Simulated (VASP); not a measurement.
A run of VASP 6.6.1:

Contents of INCAR:

```
SYSTEM = KSb5
  PREC = Accurate
  ENCUT = 520
  EDIFF = 1E-6
  ISMEAR = 0
  SIGMA = 0.1
  LREAL = .False.
  LASPH = .True.
  NELM = 100
  ALGO = Fast
  ISIF = 2
  LWAVE = .False.
  LCHARG = .False.
  GGA = PE
  NBANDS = 26
```

Contents of KPOINTS:

```
regular mesh
0
Gamma
  9 9 4
  0 0 0
```

Contents of POSCAR:

```
KSb5
1.0
    6.4238663952      0.0000000000      0.0000000000
   -3.2119331976      5.5632314888      0.0000000000
    0.0000000000      0.0000000000      9.5724200434
K Sb
1 5
Direct
    0.0000000000      0.0000000000      0.0000000000
    0.5000000000      0.0000000000      0.0000000000
    0.0000000000      0.5000000000      0.0000000000
    0.5000000000      0.5000000000      0.0000000000
    0.0000000000      0.0000000000      0.6309433657
    0.0000000000      0.0000000000      0.3690566343
```

Potentials or basis: VASP PAW PBE potentials, release 64 (K_sv, Sb).

Command:

```console
$ cat potpaw_PBE.64/K_sv/POTCAR potpaw_PBE.64/Sb/POTCAR > POTCAR
$ mpirun -np 1 vasp_std > vasp.out
```

Hardware: 1 thread of Intel(R) Xeon(R) Platinum 8488C (Sapphire Rapids) (shared host).

Estimate the wall time of this run.

Wall time 5.8 min on 1 thread of Intel(R) Xeon(R) Platinum 8488C (Sapphire Rapids), on a shared host, peak memory 0.57 GiB. Counts: scf iterations 15, k points 36.
